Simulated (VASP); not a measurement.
The system is GeB2C2.

```
Ge B C
1.0
    -2.67500    2.67500    4.00000
     2.67500   -2.67500    4.00000
     2.67500    2.67500   -4.00000
Ge B C
2 4 4
Direct
  0.75000 0.75000 0.00000
  0.25000 0.25000 0.00000
  0.14200 0.35800 0.50000
  0.85800 0.64200 0.50000
  0.35800 0.85800 0.21600
  0.64200 0.14200 0.78400
  0.14400 0.64400 0.78800
  0.85600 0.35600 0.21200
  0.64400 0.85600 0.50000
  0.35600 0.14400 0.50000
```

The cell was built by a generator and needn't be a form met in nature.

- Program: VASP 6.6.1
- Task: relaxation of cell and atoms
- Functional: PBE
- Potentials or basis: VASP PAW PBE potentials, release 64 (Ge_d, B, C)
- Cutoff: 520 eV
- k mesh: 5 × 5 × 5
- Occupations: gaussian, width 0.15 eV
- Spin: no spin polarisation

At the start: pressure 0.1 GPa; volume 11.45 Å³/atom.

Q: How do energy, volume and symmetry change on relaxing?

A: Over 18 steps the energy falls by 119.0 meV/atom and the volume is 10.56 Å³/atom (-7.8 %); space group I4/mcm (No. 140, to 0.05 Å).

Step by step:
| step | energy change (eV) | largest force (eV/Å) | pressure (GPa) | volume (Å³) |
| --- | --- | --- | --- | --- |
| 1 | 0.0000 | 4.8918 | 0.09 | 114.49 |
| 2 | 4.5339 | 12.6550 | 9.85 | 114.54 |
| 3 | -0.8644 | 1.2428 | -4.19 | 114.52 |
| 4 | -0.8698 | 0.9928 | -4.09 | 114.52 |
| 5 | -1.0852 | 0.4906 | -0.72 | 110.41 |
| 6 | -1.1214 | 0.2976 | 0.92 | 108.16 |
| 7 | -1.1506 | 0.7023 | -1.49 | 108.12 |
| 8 | -1.1594 | 0.4201 | -0.64 | 108.14 |
| 9 | -1.1707 | 0.4246 | -2.64 | 107.51 |
| 10 | -1.1772 | 0.1679 | -1.98 | 107.75 |
| 11 | -1.1892 | 0.1315 | -0.55 | 105.81 |
| 12 | -1.1864 | 0.1678 | 1.37 | 105.04 |
| 13 | -1.1888 | 0.1240 | 0.20 | 105.57 |
| 14 | -1.1889 | 0.1209 | 0.63 | 105.61 |
| 15 | -1.1891 | 0.1233 | -0.23 | 105.71 |
| 16 | -1.1890 | 0.1211 | 0.17 | 105.67 |
| 17 | -1.1870 | 0.2574 | 0.70 | 105.45 |
| 18 | -1.1898 | 0.0130 | 0.20 | 105.59 |

Final structure:
```yaml
crystal:
  lattice:
    - [-2.66935, 2.66935, 3.70484]
    - [2.66935, -2.66935, 3.70484]
    - [2.66935, 2.66935, -3.70484]
  atoms:
    - { symbol: Ge, position: [0.75000, 0.75000, 0.00000] }
    - { symbol: Ge, position: [0.25000, 0.25000, 0.00000] }
    - { symbol: B, position: [0.13900, 0.36100, 0.50000] }
    - { symbol: B, position: [0.86100, 0.63900, 0.50000] }
    - { symbol: B, position: [0.36100, 0.86100, 0.22200] }
    - { symbol: B, position: [0.63900, 0.13900, 0.77800] }
    - { symbol: C, position: [0.15872, 0.65872, 0.81745] }
    - { symbol: C, position: [0.84128, 0.34128, 0.18255] }
    - { symbol: C, position: [0.65872, 0.84128, 0.50000] }
    - { symbol: C, position: [0.34128, 0.15872, 0.50000] }
```
